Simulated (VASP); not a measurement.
# HfNbN2 (space group R-3m): computed properties

Method: LDA (Ceperley-Alder, Perdew-Zunger), VASP's LDA PAW potentials (set 64) (plane waves; VASP 6.6.1).

```json
{
 "space_group": "R-3m (166)",
 "cell": "a = b = 3.123 Å, c = 15.237 Å, α = β = 90.00°, γ = 120.00°",
 "volume_per_atom": "10.72 Å^3/atom",
 "band gap (over mesh and band path)": "none (metal, semimetal or under 0.01 eV)",
 "density": "11.59 g/cm³"
}
```

Space group R-3m, hexagonal axes (No. 166); a = b = 3.1228 Å, c = 15.2370 Å, α = β = 90.00°, γ = 120.00°

```json
[
 {"atom": "Hf", "site": "3a", "symmetry": "-3m", "x": "0.0000", "y": "0.0000", "z": "0.0000"},
 {"atom": "Nb", "site": "3b", "symmetry": "-3m", "x": "0.0000", "y": "0.0000", "z": "0.5000"},
 {"atom": "N", "site": "6c", "symmetry": "3m", "x": "0.0000", "y": "0.0000", "z": "0.2517"}
]
```
(The calculation used a cell of 4 atoms; values per cell refer to that cell.)

Unless said otherwise, spin-orbit coupling is left out, though it shifts the bands of the heavy elements here.

The structure comes from a computed database's HfNbN2 entry (R-3m); how it stands against other phases isn't given here. It was relaxed first, which changed the volume by -6 %. Symmetry was kept, so distortions that lower it aren't found. The electron count is odd and the run is not spin-polarised, which forces a metal.
